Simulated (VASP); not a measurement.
Consider the following.

```
CELL_PARAMETERS angstrom
      2.11086     1.21871     3.45333
     -2.11086     1.21871     3.45333
      0.00000    -2.43741     3.45333
ATOMIC_POSITIONS crystal
  Pb 0.74806 0.74806 0.74806
  S  0.25194 0.25194 0.25194
```

The numbers are results of r2SCAN meta-GGA, VASP's PBE PAW potentials (set 64) (plane waves; VASP), not measurements. Numerical set-up: 400 eV cut-off, 7×7×7 Γ-centred mesh, Gaussian smearing of 0.050 eV, potentials Pb_d S.

Q: Estimate the energy per atom (σ→0).

A: 
```json
{
 "energy per atom (σ→0)": "-32.806 eV/atom"
}
```

Only differences to runs with the same potentials and settings are physical.

The structure was generated: PbS was put into the alpha-GeTe type (R3m), which need not be its known phase. It was relaxed first. The start is the result of an earlier pass.
